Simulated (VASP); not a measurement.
Data:

```yaml
crystal:
  lattice:
    - [0.00000, 3.14047, 3.14047]
    - [3.14047, 0.00000, 3.14047]
    - [3.14047, 3.14047, 0.00000]
  atoms:
    - { symbol: Ga, position: [0.00000, 0.00000, 0.00000] }
    - { symbol: Sb, position: [0.25000, 0.25000, 0.25000] }
```

All values below come from HSE06 screened hybrid, VASP's PBE PAW potentials (set 64) (plane waves; VASP). Run with 520 eV cut-off, 6×6×6 Γ-centred mesh, Gaussian smearing of 0.050 eV, potentials Ga_d Sb.

Unless said otherwise, spin-orbit coupling is left out, though it shifts the bands of the heavy elements here.

Q: Estimate the energy per atom (σ→0), pressure, band gap (on the k-mesh) with the smallest direct gap where there is one.

A: 
```yaml
band gap (on the k-mesh): 0.22 eV
smallest direct gap (on the k-mesh): 0.22 eV
energy per atom (σ→0): -4.449 eV/atom
pressure: -3.57 GPa
```

Total energies compare only between runs with the same potentials, cut-off and functional.

The compound is GaSb in the zinc blende structure. This cell is one point of a volume scan, at 1.03 of the reference volume. The cell's shape comes from a PBE relaxation.
